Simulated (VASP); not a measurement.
Energy against volume of MnO$_{2}$ (rutile). Level of theory: optB88-vdW, VASP's PBE PAW potentials (set 64) (plane waves; VASP). Settings: 520 eV cut-off, 7×7×11 Γ-centred mesh, first-order Methfessel-Paxton smearing of 0.10 eV, potentials Mn_pv O.

Shape and ions are relaxed at each volume.

```
V (Å³/atom)  E (eV/atom)
-----------  -----------
9.001           -5.88569
9.280           -5.89311
9.558           -5.88805
9.836           -5.87254
```

### Question
Fit these four points and predict the energy of the run at 8.723 Å³/atom.

### Answer
A cubic in V^(−2/3), the third-order Birch-Murnaghan form, passes through the four points with V0 = 9.30 Å³/atom and B0 = 236 GPa, and gives -5.8635 eV/atom there. The run gave -5.8635 eV/atom, -0.0 meV/atom from the fit; all five points give B0 = 236 GPa.

The compound is MnO2 in the rutile structure. It was relaxed first.
